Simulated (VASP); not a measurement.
```xyz
2
Lattice="1.6187 -2.8037 0.0000 1.6187 2.8037 0.0000 0.0000 0.0000 5.1180" Properties=species:S:1:pos:R:3 pbc="T T T"
Mg     1.6187     0.9346     1.2795
Mg     1.6187    -0.9346     3.8385
```

Computed with PBE GGA with D4 dispersion, VASP's PBE PAW potentials (set 64) (plane waves; VASP). Numerical set-up: 520 eV cut-off, Gaussian smearing of 0.050 eV, potentials Mg.

### Question
Predict the band gap (along the path) with the smallest direct gap where there is one.

### Answer

The band gap (along the path) is none (metal, semimetal or under 0.01 eV).

The compound is Mg in the hcp structure. It was relaxed first.
